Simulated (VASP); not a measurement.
BeSe (zinc blende): the lattice constant a from VASP (plane waves, PAW) at several levels of theory. Static lattice.  The measured value holds thermal and zero-point effects that the static calculation lacks.

```json
[
 {"level": "LDA", "lattice constant a (Å)": "5.088", "error against measurement": "-1.0 %"},
 {"level": "PBEsol", "lattice constant a (Å)": "5.135", "error against measurement": "-0.1 %"},
 {"level": "RPBE", "lattice constant a (Å)": "5.227", "error against measurement": "+1.7 %"},
 {"level": "AM05", "lattice constant a (Å)": "5.144", "error against measurement": "+0.1 %"},
 {"level": "PBE-D3(BJ)", "lattice constant a (Å)": "5.113", "error against measurement": "-0.5 %"},
 {"level": "PBE-D4", "lattice constant a (Å)": "5.128", "error against measurement": "-0.2 %"},
 {"level": "optB88-vdW", "lattice constant a (Å)": "5.182", "error against measurement": "+0.8 %"},
 {"level": "rev-vdW-DF2", "lattice constant a (Å)": "5.165", "error against measurement": "+0.5 %"},
 {"level": "HSEsol", "lattice constant a (Å)": "5.117", "error against measurement": "-0.4 %"},
 {"level": "PBE0", "lattice constant a (Å)": "5.146", "error against measurement": "+0.1 %"}
]
```

Measured: 5.139 Å (as given by Fabio Bernardini et al., Physical review. B, Condensed matter (2000), arXiv:cond-mat/0007180).

The cell of the LDA run:

```cif
data_Be4Se4
_chemical_formula_sum 'Be4 Se4'
_space_group_name_H-M_alt 'F-43m'
_space_group_IT_number 216
_space_group_name_Hall 'F -4 2 3'
_cell_length_a 5.08764
_cell_length_b 5.08764
_cell_length_c 5.08764
_cell_angle_alpha 90.000
_cell_angle_beta 90.000
_cell_angle_gamma 90.000
loop_
_atom_site_label
_atom_site_type_symbol
_atom_site_symmetry_multiplicity
_atom_site_Wyckoff_symbol
_atom_site_fract_x
_atom_site_fract_y
_atom_site_fract_z
_atom_site_occupancy
Be1 Be 4 a 0.00000 0.00000 0.00000 1
Se1 Se 4 d 0.75000 0.75000 0.75000 1
```
(The calculation used a cell of 2 atoms; values per cell refer to that cell.)

Only levels that ran to the end are used. Left out are those held back, those with too coarse a band path, GW runs whose mesh misses a band edge, hybrids' fits of cells that aren't cubic and levels without matching references; a question may draw on a part of the rest.

The compound is BeSe in the zinc blende structure.
